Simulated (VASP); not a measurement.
These are PBE GGA, VASP's PBE PAW potentials (set 64) (plane waves; VASP 6.6.1) values and carry that method's errors.

A VASP calculation is set up with these files.

KPOINTS:
```
Automatic
0
M
 3 3 3
0 0 0
```

**POSCAR**
```
AuZn
1
    3.1500000000     0.0000000000     0.0000000000
    0.0000000000     3.1500000000     0.0000000000
    0.0000000000     0.0000000000     3.1500000000
Zn Au
1 1
Direct
  0.5000000000   0.5000000000   0.5000000000
  0.0000000000   0.0000000000   0.0000000000
```

**INCAR**
```
ALGO = Normal
EDIFF = 1E-6
ENCUT = 400
GGA = PE
ISIF = 2
ISMEAR = 1
LASPH = .True.
LCHARG = .False.
LMAXMIX = 6
LREAL = .False.
LWAVE = .False.
NELM = 100
PREC = Accurate
SIGMA = 0.1
SYSTEM = AuZn
```

POTCAR, in this order: Zn Au (PBE.64 set). Program: vasp_std.

Output

**OUTCAR**
```
 ion  position               nearest neighbor table
   1  0.500  0.500  0.500-   2 2.73   2 2.73   2 2.73   2 2.73   2 2.73   2 2.73   2 2.73   2 2.73
  LATTYP: Found a simple cubic cell.
 ALAT       =     3.1500000000
 Subroutine PRICEL returns:
 Original cell was already a primitive cell.
 Subroutine GETGRP returns: Found 48 space group operations
The static configuration has the point symmetry O_h .
The dynamic configuration has the point symmetry O_h .
 Subroutine INISYM returns: Found 48 space group operations
 Subroutine IBZKPT returns following result:
 Found      4 irreducible k-points:

 Following reciprocal coordinates:
            Coordinates               Weight
  0.000000  0.000000  0.000000      1.000000
  0.333333  0.000000  0.000000      6.000000
  0.333333  0.333333  0.000000     12.000000
  0.333333  0.333333  0.333333      8.000000
   k-points           NKPTS =      4   k-points in BZ     NKDIM =      4   number of bands    NBANDS=     15
   number of dos      NEDOS =    301   number of ions     NIONS =      2
   total plane-waves  NPLWV =  13824
   dimension x,y,z NGX =    24 NGY =   24 NGZ =   24
   dimension x,y,z NGXF=    48 NGYF=   48 NGZF=   48
   ions per type =               1   1
...
```

File OSZICAR:
```
       N       E                     dE             d eps       ncg     rms          rms(c)
DAV:   1     0.109780462501E+03    0.10978E+03   -0.10424E+04   128   0.177E+03
DAV:   2    -0.190395491152E+01   -0.11168E+03   -0.10816E+03   127   0.309E+02
DAV:   3    -0.499591757998E+01   -0.30920E+01   -0.30791E+01   127   0.618E+01
DAV:   4    -0.501905157482E+01   -0.23134E-01   -0.23128E-01   155   0.453E+00
DAV:   5    -0.501927091719E+01   -0.21934E-03   -0.21934E-03   134   0.433E-01    0.837E+00
DAV:   6    -0.451980365545E+01    0.49947E+00   -0.19076E+00   120   0.151E+01    0.533E+00
DAV:   7    -0.449417765725E+01    0.25626E-01   -0.37844E-02   141   0.595E+00    0.292E+00
DAV:   8    -0.448479261663E+01    0.93850E-02   -0.13234E-02   127   0.141E+00    0.257E-01
DAV:   9    -0.448476114038E+01    0.31476E-04   -0.33470E-04   151   0.465E-01    0.772E-02
DAV:  10    -0.448477405950E+01   -0.12919E-04   -0.62142E-05   134   0.863E-02    0.143E-02
DAV:  11    -0.448477481203E+01   -0.75253E-06   -0.15078E-06    81   0.298E-02
   1 F= -.44847748E+01 E0= -.44808708E+01  d E =-.117119E-01
```

### OUTCAR
```
------------------------ aborting loop because EDIFF is reached ----------------------------------------
  FORCE on cell =-STRESS in cart. coord.  units (eV):
  Direction    XX          YY          ZZ          XY          YZ          ZX
  --------------------------------------------------------------------------------------
  Total        0.4019192      0.4019192      0.4019192      0.0000000      0.0000000     -0.0000000
  in kB       20.6023911     20.6023911     20.6023911      0.0000000      0.0000000     -0.0000000
  external PRESSURE =      20.6023911 kB  Pullay stress =       0.0000000 kB
  volume of cell :       31.26
      direct lattice vectors                 reciprocal lattice vectors
     3.150000000  0.000000000  0.000000000     0.317460317  0.000000000  0.000000000
     0.000000000  3.150000000  0.000000000     0.000000000  0.317460317  0.000000000
     0.000000000  0.000000000  3.150000000     0.000000000  0.000000000  0.317460317
 POSITION                                       TOTAL-FORCE (eV/Angst)
 -----------------------------------------------------------------------------------
      1.57500      1.57500      1.57500         0.000000      0.000000      0.000000
      0.00000      0.00000      0.00000         0.000000      0.000000      0.000000
 -----------------------------------------------------------------------------------
    total drift:                                0.000000      0.000000     -0.000000
  FREE ENERGIE OF THE ION-ELECTRON SYSTEM (eV)
  ---------------------------------------------------
  free  energy   TOTEN  =        -4.4847748120 eV

  energy  without entropy=       -4.4730629116  energy(sigma->0) =       -4.48087085
```
(Selected blocks of OUTCAR.)

The compound is AuZn in the CsCl type structure. The cell was not relaxed at this level. The k-mesh is coarse (spacing up to 0.66 per Å, 2π included), so the numbers may not be converged in it. The run is one of a series of settings (KPOINTS 3×3×3 Monkhorst-Pack mesh against the base run), some of them coarse on purpose. The electron count is odd and the run is not spin-polarised, which forces a metal.
